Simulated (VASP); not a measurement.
A convergence study with VASP on GaAs (zinc blende): one setting is varied, all else stays as given below, so the limit is that of these other settings. Each run relaxes cell and ions; the cell shown is the tightest run's result. The basis is that of the starting cell, so low cut-offs carry a Pulay error.

```yaml
crystal:
  lattice:
    - [0.00000, 2.87478, 2.87478]
    - [2.87478, 0.00000, 2.87478]
    - [2.87478, 2.87478, 0.00000]
  atoms:
    - { symbol: Ga, position: [0.00000, 0.00000, 0.00000] }
    - { symbol: As, position: [0.25000, 0.25000, 0.25000] }
```

These are PBE GGA, VASP's PBE PAW potentials (set 64) (plane waves; VASP) values and carry that method's errors. The tightest run used: 700 eV cut-off, 7×7×7 Γ-centred mesh, Gaussian smearing of 0.050 eV, potentials Ga_d As.

The reference is ENCUT = 700, which took about 30 core-seconds. Times come from single runs on busy shared machines, so they are rough: good to a factor of about 2.

Of the settings ENCUT = 200; ENCUT = 250; ENCUT = 300; ENCUT = 350; ENCUT = 400; ENCUT = 450; ENCUT = 500; ENCUT = 550; ENCUT = 600; ENCUT = 650; ENCUT = 700, which is the lowest that keeps the difference from the reference in relaxed volume (Å³/atom) within 0.05 from there on, and what does it cost?

ENCUT = 450; its cost over the reference is within a factor of 2.
```tsv
setting	difference in relaxed volume (Å³/atom)	cost over the reference
ENCUT = 200	3.873	within a factor of 2
ENCUT = 250	1.162	about 1/3
ENCUT = 300	0.077	about 1/2
ENCUT = 350	0.032	within a factor of 2
ENCUT = 400	0.076	within a factor of 2
ENCUT = 450	0.040	within a factor of 2
ENCUT = 500	0.003	within a factor of 2
ENCUT = 550	0.004	within a factor of 2
ENCUT = 600	0.001	within a factor of 2
ENCUT = 650	0.003	within a factor of 2
ENCUT = 700	0.000	reference
```

Left out are rungs that failed or repeat a setting and relaxations that didn't move; long series are thinned to 24 rows.

The compound is GaAs in the zinc blende structure.
